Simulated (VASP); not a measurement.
Consider the following.

```
CELL_PARAMETERS angstrom
     -2.51000     2.51000     2.51000
      2.51000    -2.51000     2.51000
      2.51000     2.51000    -2.51000
ATOMIC_POSITIONS crystal
  Ba 0.00000 0.00000 0.00000
```

Method: r2SCAN meta-GGA, VASP's PBE PAW potentials (set 64) (plane waves; VASP). Settings: 520 eV cut-off, 9×9×9 Γ-centred mesh, first-order Methfessel-Paxton smearing of 0.10 eV, potentials Ba_sv.

Energy and stress use the plane-wave basis of the starting cell.

Problem. The ions, cell shape and volume are relaxed. Give the cell that the relaxation ends in.

Solution. 
```
CELL_PARAMETERS angstrom
     -2.54043     2.54043     2.54043
      2.54043    -2.54043     2.54043
      2.54043     2.54043    -2.54043
ATOMIC_POSITIONS crystal
  Ba 0.00000 0.00000 0.00000
```
Space group Im-3m (229), at a tolerance of 0.03 Å.

Problem. How do energy and volume change from the first to the last step?

Solution. The energy (σ→0) changes by -2.3 meV/atom and the volume by +3.7 %, in 4 ionic steps.

The compound is Ba in the bcc structure. This run relaxes it. Symmetry was kept, so distortions that lower it aren't found.
